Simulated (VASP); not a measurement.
Level of theory: PBE GGA, VASP's PBE PAW potentials (set 64) (plane waves; VASP).

The input files of a VASP run:

INCAR:
```
! general
SYSTEM  = Ge62Sb
PREC    = Normal
ENCUT   = 400
LREAL   = Auto
LASPH   = T
ISYM    = 0
NELECT  = 254.0

! electronic loop
EDIFF   = 1E-5
NELM    = 100
NELMIN  = 4
ALGO    = Fast
LMAXMIX = 4

! smearing
ISMEAR  = 0
SIGMA   = 0.05

! functional
GGA     = PE

! ions
IBRION  = 2
NSW     = 70
ISIF    = 2
EDIFFG  = -0.03

! output
LWAVE   = F
LCHARG  = F
```

KPOINTS:
```
Automatic mesh
0
Gamma
1 1 1
0 0 0
```

File POSCAR:
```
Ge62Sb
1
   11.5673955216     0.0000000000     0.0000000000
    0.0000000000    11.5673955216    -0.0000000000
   -0.0000000000    -0.0000000000    11.5673955216
Ge Sb
62 1
Direct
  0.5000000000   0.0000000000   0.0000000000
  0.6250000000   0.1250000000   0.1250000000
  0.7500000000   0.2500000000   0.0000000000
  0.8750000000   0.3750000000   0.1250000000
  0.7500000000   0.0000000000   0.2500000000
  0.8750000000   0.1250000000   0.3750000000
  0.0000000000   0.0000000000   0.0000000000
  0.1250000000   0.1250000000   0.1250000000
  0.2500000000   0.2500000000   0.0000000000
  0.3750000000   0.3750000000   0.1250000000
  0.5000000000   0.5000000000   0.0000000000
  0.6250000000   0.6250000000   0.1250000000
  0.7500000000   0.7500000000   0.0000000000
  0.8750000000   0.8750000000   0.1250000000
  0.2500000000   0.0000000000   0.2500000000
  0.3750000000   0.1250000000   0.3750000000
  0.4992490000   0.2470340000   0.2473170000
  0.7473240000   0.5031160000   0.2516700000
  0.8750000000   0.6250000000   0.3750000000
  0.5000000000   0.0000000000   0.5000000000
  0.6250000000   0.1250000000   0.6250000000
  0.7462370000   0.2478200000   0.4958340000
  0.8750000000   0.3750000000   0.6250000000
  0.7500000000   0.0000000000   0.7500000000
  0.8750000000   0.1250000000   0.8750000000
  0.0000000000   0.5000000000   0.0000000000
  0.1250000000   0.6250000000   0.1250000000
  0.2500000000   0.7500000000   0.0000000000
  0.3750000000   0.8750000000   0.1250000000
  0.0000000000   0.2500000000   0.2500000000
  0.1250000000   0.3750000000   0.3750000000
  0.2500000000   0.5000000000   0.2500000000
  0.3750000000   0.6250000000   0.3750000000
  0.5000000000   0.7500000000   0.2500000000
  0.6250000000   0.8750000000   0.3750000000
  0.0000000000   0.0000000000   0.5000000000
  0.1250000000   0.1250000000   0.6250000000
  0.2500000000   0.2500000000   0.5000000000
  0.3750000000   0.3750000000   0.6250000000
  0.6250000000   0.6250000000   0.6250000000
  0.7500000000   0.7500000000   0.5000000000
  0.8750000000   0.8750000000   0.6250000000
  0.2500000000   0.0000000000   0.7500000000
  0.3750000000   0.1250000000   0.8750000000
  0.5000000000   0.2500000000   0.7500000000
  0.6250000000   0.3750000000   0.8750000000
  0.7500000000   0.5000000000   0.7500000000
  0.8750000000   0.6250000000   0.8750000000
  0.0000000000   0.7500000000   0.2500000000
  0.1250000000   0.8750000000   0.3750000000
  0.0000000000   0.5000000000   0.5000000000
  0.1250000000   0.6250000000   0.6250000000
  0.2500000000   0.7500000000   0.5000000000
  0.3750000000   0.8750000000   0.6250000000
  0.0000000000   0.2500000000   0.7500000000
  0.1250000000   0.3750000000   0.8750000000
  0.2500000000   0.5000000000   0.7500000000
  0.3750000000   0.6250000000   0.8750000000
  0.5000000000   0.7500000000   0.7500000000
  0.6250000000   0.8750000000   0.8750000000
  0.0000000000   0.7500000000   0.7500000000
  0.1250000000   0.8750000000   0.8750000000
  0.4975150000   0.5011290000   0.4969190000
```

POTCAR, in this order: Ge Sb (PBE.64 set). Program: vasp_gam.

Output

**OSZICAR**
```
...
RMM:   5    -0.270531239349E+03   -0.32891E-04   -0.38070E-04   345   0.322E-02    0.153E-02
RMM:   6    -0.270531241903E+03   -0.25545E-05   -0.66077E-05   260   0.141E-02
   5 F= -.27053124E+03 E0= -.27049325E+03  d E =-.502060E-01
       N       E                     dE             d eps       ncg     rms          rms(c)
DAV:   1    -0.270541874087E+03   -0.10635E-01   -0.87705E-01   336   0.170E+00    0.316E-01
RMM:   2    -0.270547137111E+03   -0.52630E-02   -0.61230E-02   320   0.424E-01    0.100E-01
RMM:   3    -0.270548125920E+03   -0.98881E-03   -0.93686E-03   339   0.168E-01    0.535E-02
RMM:   4    -0.270548199795E+03   -0.73875E-04   -0.13366E-03   330   0.642E-02    0.243E-02
RMM:   5    -0.270548226969E+03   -0.27174E-04   -0.31443E-04   342   0.295E-02    0.137E-02
RMM:   6    -0.270548229333E+03   -0.23644E-05   -0.56859E-05   251   0.131E-02
   6 F= -.27054823E+03 E0= -.27051048E+03  d E =-.671934E-01
       N       E                     dE             d eps       ncg     rms          rms(c)
DAV:   1    -0.270548367864E+03   -0.14090E-03   -0.16682E-02   360   0.234E-01    0.443E-02
RMM:   2    -0.270548465646E+03   -0.97781E-04   -0.11479E-03   320   0.582E-02    0.137E-02
RMM:   3    -0.270548484551E+03   -0.18906E-04   -0.18245E-04   321   0.234E-02    0.746E-03
RMM:   4    -0.270548485638E+03   -0.10862E-05   -0.25101E-05   208   0.896E-03
   7 F= -.27054849E+03 E0= -.27051078E+03  d E =-.674497E-01
       N       E                     dE             d eps       ncg     rms          rms(c)
DAV:   1    -0.270563238809E+03   -0.14754E-01   -0.51031E-01   336   0.127E+00    0.194E-01
RMM:   2    -0.270566000168E+03   -0.27614E-02   -0.32024E-02   320   0.301E-01    0.674E-02
RMM:   3    -0.270566561554E+03   -0.56139E-03   -0.51065E-03   342   0.121E-01    0.410E-02
RMM:   4    -0.270566605633E+03   -0.44079E-04   -0.76513E-04   331   0.461E-02    0.214E-02
RMM:   5    -0.270566613866E+03   -0.82330E-05   -0.13126E-04   312   0.202E-02    0.102E-02
RMM:   6    -0.270566614363E+03   -0.49679E-06   -0.26504E-05   214   0.929E-03
   8 F= -.27056661E+03 E0= -.27052895E+03  d E =-.181287E-01
       N       E                     dE             d eps       ncg     rms          rms(c)
DAV:   1    -0.270566388531E+03    0.22533E-03   -0.14463E+00   320   0.214E+00    0.327E-01
RMM:   2    -0.270574280806E+03   -0.78923E-02   -0.91444E-02   320   0.510E-01    0.114E-01
RMM:   3    -0.270575891905E+03   -0.16111E-02   -0.14593E-02   341   0.205E-01    0.693E-02
RMM:   4    -0.270576008663E+03   -0.11676E-03   -0.20346E-03   326   0.780E-02    0.340E-02
RMM:   5    -0.270576050283E+03   -0.41620E-04   -0.50673E-04   345   0.373E-02    0.184E-02
RMM:   6    -0.270576053905E+03   -0.36224E-05   -0.80024E-05   264   0.152E-02
   9 F= -.27057605E+03 E0= -.27053850E+03  d E =-.275683E-01
       N       E                     dE             d eps       ncg     rms          rms(c)
DAV:   1    -0.270585826912E+03   -0.97766E-02   -0.64390E-01   336   0.142E+00    0.188E-01
RMM:   2    -0.270588582633E+03   -0.27557E-02   -0.33427E-02   320   0.300E-01    0.692E-02
RMM:   3    -0.270589236348E+03   -0.65372E-03   -0.58329E-03   349   0.123E-01    0.438E-02
RMM:   4    -0.270589288040E+03   -0.51692E-04   -0.70934E-04   328   0.460E-02    0.232E-02
RMM:   5    -0.270589300995E+03   -0.12955E-04   -0.16730E-04   317   0.217E-02    0.121E-02
RMM:   6    -0.270589302212E+03   -0.12174E-05   -0.29561E-05   216   0.957E-03
  10 F= -.27058930E+03 E0= -.27055192E+03  d E =-.132483E-01
       N       E                     dE             d eps       ncg     rms          rms(c)
DAV:   1    -0.270591329368E+03   -0.20284E-02   -0.50723E-01   320   0.126E+00    0.168E-01
RMM:   2    -0.270593517152E+03   -0.21878E-02   -0.26510E-02   320   0.267E-01    0.617E-02
RMM:   3    -0.270594034615E+03   -0.51746E-03   -0.46357E-03   349   0.109E-01    0.392E-02
RMM:   4    -0.270594074133E+03   -0.39518E-04   -0.56223E-04   327   0.409E-02    0.205E-02
RMM:   5    -0.270594084445E+03   -0.10311E-04   -0.13650E-04   298   0.195E-02    0.110E-02
RMM:   6    -0.270594085159E+03   -0.71471E-06   -0.22471E-05   209   0.832E-03
  11 F= -.27059409E+03 E0= -.27055688E+03  d E =-.180313E-01
       N       E                     dE             d eps       ncg     rms          rms(c)
DAV:   1    -0.270594033610E+03    0.50835E-04   -0.99819E-02   352   0.557E-01    0.751E-02
RMM:   2    -0.270594460709E+03   -0.42710E-03   -0.52121E-03   320   0.119E-01    0.275E-02
RMM:   3    -0.270594560263E+03   -0.99554E-04   -0.91248E-04   348   0.485E-02    0.172E-02
RMM:   4    -0.270594567304E+03   -0.70408E-05   -0.11259E-04   276   0.183E-02    0.912E-03
RMM:   5    -0.270594568461E+03   -0.11568E-05   -0.26147E-05   214   0.863E-03
  12 F= -.27059457E+03 E0= -.27055745E+03  d E =-.185146E-01
       N       E                     dE             d eps       ncg     rms          rms(c)
DAV:   1    -0.270601061409E+03   -0.64941E-02   -0.46779E-01   320   0.123E+00    0.186E-01
RMM:   2    -0.270603493657E+03   -0.24322E-02   -0.28325E-02   320   0.288E-01    0.657E-02
RMM:   3    -0.270604014035E+03   -0.52038E-03   -0.47916E-03   345   0.115E-01    0.400E-02
RMM:   4    -0.270604040187E+03   -0.26152E-04   -0.57293E-04   324   0.433E-02    0.171E-02
RMM:   5    -0.270604053008E+03   -0.12821E-04   -0.15200E-04   310   0.201E-02    0.117E-02
RMM:   6    -0.270604053205E+03   -0.19730E-06   -0.18876E-05   208   0.788E-03
  13 F= -.27060405E+03 E0= -.27056721E+03  d E =-.948474E-02
       N       E                     dE             d eps       ncg     rms          rms(c)
DAV:   1    -0.270604903815E+03   -0.85081E-03   -0.26843E-01   352   0.928E-01    0.143E-01
RMM:   2    -0.270606301574E+03   -0.13978E-02   -0.16316E-02   320   0.219E-01    0.500E-02
RMM:   3    -0.270606597406E+03   -0.29583E-03   -0.27469E-03   343   0.874E-02    0.299E-02
RMM:   4    -0.270606613232E+03   -0.15825E-04   -0.33752E-04   326   0.328E-02    0.131E-02
RMM:   5    -0.270606619529E+03   -0.62972E-05   -0.80082E-05   260   0.150E-02
  14 F= -.27060662E+03 E0= -.27057001E+03  d E =-.120511E-01
       N       E                     dE             d eps       ncg     rms          rms(c)
DAV:   1    -0.270608810513E+03   -0.21973E-02   -0.17731E-01   352   0.781E-01    0.134E-01
RMM:   2    -0.270609836863E+03   -0.10264E-02   -0.11894E-02   320   0.194E-01    0.464E-02
RMM:   3    -0.270610048873E+03   -0.21201E-03   -0.19710E-03   340   0.768E-02    0.281E-02
RMM:   4    -0.270610058653E+03   -0.97800E-05   -0.23681E-04   326   0.281E-02    0.122E-02
RMM:   5    -0.270610063456E+03   -0.48038E-05   -0.59551E-05   246   0.130E-02
  15 F= -.27061006E+03 E0= -.27057351E+03  d E =-.344393E-02
       N       E                     dE             d eps       ncg     rms          rms(c)
DAV:   1    -0.270610157408E+03   -0.98755E-04   -0.11974E-02   360   0.203E-01    0.348E-02
RMM:   2    -0.270610230057E+03   -0.72649E-04   -0.83387E-04   320   0.513E-02    0.126E-02
RMM:   3    -0.270610245033E+03   -0.14976E-04   -0.14064E-04   304   0.205E-02    0.812E-03
RMM:   4    -0.270610245497E+03   -0.46389E-06   -0.16815E-05   203   0.754E-03
  16 F= -.27061025E+03 E0= -.27057371E+03  d E =-.362597E-02
       N       E                     dE             d eps       ncg     rms          rms(c)
DAV:   1    -0.270610908639E+03   -0.66361E-03   -0.62968E-02   336   0.464E-01    0.778E-02
RMM:   2    -0.270611242288E+03   -0.33365E-03   -0.38742E-03   320   0.111E-01    0.270E-02
RMM:   3    -0.270611313261E+03   -0.70974E-04   -0.65723E-04   344   0.442E-02    0.165E-02
RMM:   4    -0.270611315995E+03   -0.27342E-05   -0.76098E-05   267   0.160E-02
  17 F= -.27061132E+03 E0= -.27057482E+03  d E =-.107050E-02
```

File OUTCAR:
```
------------------------ aborting loop because EDIFF is reached ----------------------------------------
  FORCE on cell =-STRESS in cart. coord.  units (eV):
  Direction    XX          YY          ZZ          XY          YZ          ZX
  --------------------------------------------------------------------------------------
  Total       25.0505018     25.0800179     25.0573172      0.4102843     -0.4318954      0.4793646
  in kB       25.9310591     25.9616128     25.9381141      0.4247064     -0.4470771      0.4962149
  external PRESSURE =      25.9435953 kB  Pullay stress =       0.0000000 kB
  volume of cell :     1547.77
      direct lattice vectors                 reciprocal lattice vectors
    11.567395522  0.000000000  0.000000000     0.086449884  0.000000000  0.000000000
     0.000000000 11.567395522  0.000000000     0.000000000  0.086449884  0.000000000
     0.000000000  0.000000000 11.567395522     0.000000000  0.000000000  0.086449884
 POSITION                                       TOTAL-FORCE (eV/Angst)
 -----------------------------------------------------------------------------------
      5.76247      0.01483      0.01071        -0.000475     -0.004604      0.006254
      7.23886      1.46575      1.46696        -0.005784      0.002822     -0.002668
      8.66806      2.90097      0.00704        -0.004581      0.003974      0.021767
     10.09546      4.33200      1.47225        -0.003795      0.003887     -0.001065
      8.66848      0.00264      2.89772        -0.005577      0.017930      0.003835
     10.09445      1.46990      4.32739         0.004182      0.000958      0.003320
      0.00083     11.56427     11.56201         0.010010     -0.008697     -0.005098
      1.43143      1.44667      1.44383         0.001141      0.004407      0.003143
      2.89186      2.87185      0.00653        -0.001506      0.000600      0.000292
      4.36205      4.33724      1.45641         0.006865     -0.002294     -0.003543
      5.79163      5.77566      0.00282        -0.001180     -0.000610     -0.000387
      7.22566      7.20520      1.46029        -0.001362     -0.004147     -0.005766
      8.69395      8.67049      0.00767        -0.005929      0.002430     -0.000661
     10.12233     10.12960      1.44240        -0.010947     -0.007823      0.006181
      2.89059      0.01156      2.87122         0.003553     -0.004209      0.004157
      4.36148      1.45619      4.34018         0.006385     -0.001582     -0.005028
      5.83683      2.95359      2.95552         0.007418      0.012212      0.015100
      8.60015      5.72660      2.96504        -0.001554     -0.006134      0.003461
     10.10525      7.20393      4.33951         0.007216     -0.004313     -0.003089
      5.79025     11.56722      5.77662        -0.001891      0.005436     -0.002352
      7.22568      1.46064      7.20034         0.002139     -0.003715      0.001397
      8.59738      2.96473      5.71735         0.001080      0.002286      0.000009
     10.10345      4.33770      7.19795        -0.000468     -0.000060     -0.002882
      8.69354      0.01405      8.67141        -0.008985     -0.003948     -0.002242
     10.12093      1.44728     10.13208        -0.008823      0.007275     -0.007359
     11.54959      5.80370      0.01353         0.006475     -0.003002      0.000149
      1.44803      7.22930      1.44305         0.000403      0.003491     -0.004772
      2.88331      8.68214     11.56671        -0.001597      0.006945      0.003733
      4.33421     10.12012      1.44221        -0.000130     -0.000270     -0.002128
     11.55966      2.90107      2.90042        -0.015089      0.003789      0.003576
      1.45156      4.33286      4.33268        -0.006318      0.001603     -0.005083
      2.88235      5.77736      2.88269        -0.002905     -0.002663     -0.004894
      4.30413      7.26253      4.28732        -0.004706     -0.001824     -0.013010
      5.78629      8.68816      2.88392         0.005382      0.002551     -0.005603
      7.23439     10.11643      4.33273        -0.005168      0.002264     -0.004559
     11.55000      0.01724      5.80283         0.002367     -0.002357     -0.005748
      1.44842      1.44546      7.22850        -0.002599     -0.005419      0.005545
      2.88297      2.88570      5.77778        -0.000023     -0.007777      0.000562
      4.30588      4.29111      7.26108        -0.000481     -0.010556      0.000384
      7.27713      7.26192      7.25912         0.010170     -0.000127      0.004966
      8.68303      8.68734      5.77849         0.001691     -0.001839     -0.002201
     10.12222     10.12021      7.23048         0.005748      0.001586      0.008221
      2.88243     11.56728      8.68018         0.000085     -0.002009      0.000758
      4.33533      1.44402     10.11401        -0.004824     -0.003204      0.002151
      5.78931      2.88565      8.68386        -0.000088     -0.005625      0.002654
      7.23457      4.33222     10.11702        -0.000069      0.002815     -0.000740
      8.68101      5.77627      8.68192         0.002410     -0.001424     -0.000068
     10.12139      7.22827     10.11362         0.004563      0.008916      0.008210
     11.55550      8.67077      2.87157         0.000601      0.001772      0.006630
      1.43369     10.13040      4.33299         0.004197     -0.005579      0.003838
     11.56322      5.77513      5.77437        -0.002724      0.000994     -0.001635
      1.42492      7.22439      7.22513         0.000979      0.006598      0.004983
      2.87350      8.68890      5.81797         0.008888      0.002190     -0.005737
      4.33909     10.13758      7.22546        -0.006605     -0.005649      0.004229
     11.55309      2.87310      8.66802         0.000805      0.008039      0.002373
      1.43331      4.33362     10.12772         0.001867      0.002937     -0.005150
      2.87505      5.81951      8.69039         0.007142     -0.006651     -0.005958
      4.34046      7.22473     10.14040        -0.006306      0.005138     -0.004835
      5.74624      8.68826      8.68973         0.009421     -0.001925     -0.009519
      7.23316     10.12986     10.12734        -0.004180     -0.005147     -0.003661
     11.56603      8.68299      8.68166         0.000441      0.002621     -0.000562
      1.44619     10.12010     10.11930         0.002870     -0.003517     -0.002668
      6.01358      5.55478      5.55110         0.000178      0.000233     -0.001206
 -----------------------------------------------------------------------------------
    total drift:                               -0.060664      0.040301      0.030809
  FREE ENERGIE OF THE ION-ELECTRON SYSTEM (eV)
  ---------------------------------------------------
  free  energy   TOTEN  =      -270.6113159953 eV

  energy  without entropy=     -270.5383140423  energy(sigma->0) =     -270.57481502

 reached required accuracy - stopping structural energy minimisation
```
(Selected blocks of OUTCAR.)

### CONTCAR
```
Ge62Sb
   1.00000000000000
    11.5673955216000000    0.0000000000000000    0.0000000000000000
     0.0000000000000000   11.5673955216000000    0.0000000000000000
     0.0000000000000000    0.0000000000000000   11.5673955216000000
  Ge              Sb
    62     1
Direct
     0.4981650136616699    0.0012824362554178    0.0009259575214543
     0.6257982777407652    0.1267137287395105    0.1268181399281688
     0.7493531116275638    0.2507888497720527    0.0006086682282507
     0.8727515755000212    0.3745012251412990    0.1272758874348667
     0.7493890135475887    0.0002279451481093    0.2505079667715966
     0.8726641293964641    0.1270726939110550    0.3741021328198307
     0.0000716503895223    0.9997295583996159    0.9995340968781742
     0.1237471778583453    0.1250646712229322    0.1248187511399964
     0.2500005609136252    0.2482712078599789    0.0005648408075262
     0.3770987178134967    0.3749540667445541    0.1259067254093650
     0.5006857577189413    0.4993052586551198    0.0002436975203587
     0.6246576333292804    0.6228885690978936    0.1262415251091085
     0.7515913048338608    0.7495626910810488    0.0006630089595464
     0.8750738951542865    0.8757027260555286    0.1246957341128679
     0.2498911810616203    0.0009991104403128    0.2482167235838676
     0.3770493018620105    0.1258873003939431    0.3752078168418692
     0.5045934665352362    0.2553373632706456    0.2555040653638300
     0.7434815785319081    0.4950638397235652    0.2563277765705699
     0.8735977228343834    0.6227793172213245    0.3751504259385098
     0.5005660455639508    0.9999850473991954    0.4993880204101142
     0.6246595110005816    0.1262721902201380    0.6224687681823398
     0.7432423315010143    0.2563007985087961    0.4942641004803078
     0.8734417375314971    0.3749940745803167    0.6222617408826134
     0.7515553178356081    0.0012147311385100    0.7496425570975797
     0.8749528769923588    0.1251170231776112    0.8759173792975667
     0.9984606758054542    0.5017295294586777    0.0011700735400626
     0.1251821289590737    0.6249720059428671    0.1247516353835462
     0.2492617814832692    0.7505698171625956    0.9999408036988877
     0.3746921422318126    0.8748828738264307    0.1246787210439416
     0.9993315441650579    0.2507975791153247    0.2507411970410008
     0.1254871030045082    0.3745749699382390    0.3745598470942684
     0.2491787712215330    0.4994518580121216    0.2492085033956637
     0.3720919421764463    0.6278450656107256    0.3706387090465632
     0.5002244562685527    0.7510902093538391    0.2493147037206568
     0.6254121611267937    0.8745642619866005    0.3745636458172470
     0.9984964387138384    0.0014903722583704    0.5016540150038792
     0.1252154327602459    0.1249601052535586    0.6249028376214357
     0.2492324321376447    0.2494682460208748    0.4994883138096852
     0.3722431525645004    0.3709663268507599    0.6277196471261547
     0.6291070760728805    0.6277924931150259    0.6275500716894131
     0.7506471021889020    0.7510197521800930    0.4995496760435985
     0.8750644050824015    0.8748908912829749    0.6250741412324095
     0.2491855019407495    0.9999899242648101    0.7504009595254552
     0.3747891153747522    0.1248351559658411    0.8743548754114114
     0.5004850153597606    0.2494643046517400    0.7507189556829773
     0.6254279144872329    0.3745198229140744    0.8746151193914924
     0.7504725345735690    0.4993578778042507    0.7505511641394255
     0.8749933420028445    0.6248832617162640    0.8743210540142986
     0.9989714959542437    0.7495872795792453    0.2482467148673905
     0.1239422794287706    0.8757721644838350    0.3745861469951611
     0.9996390026439698    0.4992597175210636    0.4991939218720589
     0.1231843942942750    0.6245474731792928    0.6246115271049999
     0.2484137155489085    0.7511540749083565    0.5029631214524409
     0.3751134883812424    0.8763924325377804    0.6246399246314615
     0.9987631984492913    0.2483792712143280    0.7493490369792422
     0.1239097362765911    0.3746413763128107    0.8755397956696614
     0.2485479900349163    0.5030958708034211    0.7512831130907098
     0.3752325524104204    0.6245771443376101    0.8766361476503282
     0.4967619154900208    0.7510994823819177    0.7512257902174416
     0.6253058506072912    0.8757251438963479    0.8755072960106159
     0.9998818372809610    0.7506431418173434    0.7505284929662730
     0.1250233766940805    0.8748815949414822    0.8748120097520068
     0.5198731060675914    0.4802097032406256    0.4798917829764547
```

The cell is charged, with a uniform compensating background. The supercell is sampled at Γ alone, which is coarse: total energies, pressure and levels can be off, energies of defects by several tenths of an eV.

The cell is a supercell with a defect, built from Ge (diamond): Sb_Ge-vac_Ge, charge -1. The run is not spin-polarised, so no state with unpaired spins was tried.
